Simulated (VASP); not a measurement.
Here is the system:

```xyz
5
Lattice="3.9257 0.0000 0.0000 0.0000 3.9257 0.0000 0.0000 0.0000 3.9257" Properties=species:S:1:pos:R:3 pbc="T T T"
K      0.0000     0.0000     0.0000
Zn     1.9628     1.9628     1.9628
F      1.9628     0.0000     1.9628
F      0.0000     1.9628     1.9628
F      1.9628     1.9628     0.0000
```

Computed with PBEsol GGA, VASP's PBE PAW potentials (set 64) (plane waves; VASP). Numerical set-up: 620 eV cut-off, 6×6×6 Γ-centred mesh, Gaussian smearing of 0.050 eV, potentials K_sv Zn F.

Energy and stress use the plane-wave basis of the starting cell.

Task: The ions, cell shape and volume at an external pressure of 20.0 GPa are relaxed. Give the cell that the relaxation ends in.

Result: 
```xyz
5
Lattice="3.8371 0.0000 0.0000 0.0000 3.8371 0.0000 0.0000 0.0000 3.8371" Properties=species:S:1:pos:R:3 pbc="T T T"
K      0.0000     0.0000     0.0000
Zn     1.9186     1.9186     1.9186
F      1.9186     0.0000     1.9186
F      0.0000     1.9186     1.9186
F      1.9186     1.9186     0.0000
```
Space group Pm-3m (221), at a tolerance of 0.03 Å.

Task: How do energy and volume change from the first to the last step?

Result: The energy (σ→0) changes by +73.5 meV/atom and the volume by -6.6 %, in 3 ionic steps.

```csv
step,E(σ→0) (eV),max force (eV/Å),pressure (GPa),volume (Å³)
1,-21.1525,0.000,10.10,60.50
2,-20.4440,0.000,27.60,54.19
3,-20.7849,0.000,19.98,56.50
```

The compound is KZnF3 in the cubic perovskite structure. This run relaxes it under an external pressure of 20 GPa. Symmetry was kept, so distortions that lower it aren't found.
